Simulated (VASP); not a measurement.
Consider the following.

```xyz
4
Lattice="4.2936 2.1468 2.1468 2.1468 4.2936 2.1468 2.1468 2.1468 4.2936" Properties=species:S:1:pos:R:3 pbc="T T T"
Fe     0.0000     0.0000     0.0000
Fe     4.2936     4.2936     4.2936
O      2.1468     2.1468     2.1468
O      6.4404     6.4404     6.4404
```
Starting moments (μB, in the order of the record's atoms Fe Fe O O): 4.0 -4.0 0.0 0.0.

Computed with revPBE GGA + U (Dudarev), VASP's PBE PAW potentials (set 64) (plane waves; VASP). Settings: 400 eV cut-off, 7×7×7 Γ-centred mesh, Gaussian smearing of 0.020 eV, potentials Fe O, U − J: Fe 5.30 eV.

At this cut-off the stress carries a Pulay error, which pulls relaxed volumes low.

Question: Give the stress tensor in GPa (positive for a compressed cell).

Answer: 
```
3.94  1.91  1.91
1.91  3.94  1.91
1.91  1.91  3.94
```
The pressure is its mean diagonal, 3.94 GPa.

The structure is a typed FeO crystal. The cell was not relaxed at this level. The k-mesh is coarse (spacing up to 0.35 per Å, 2π included), so the numbers may not be converged in it. A gapless solution with U can be a metastable orbital state.
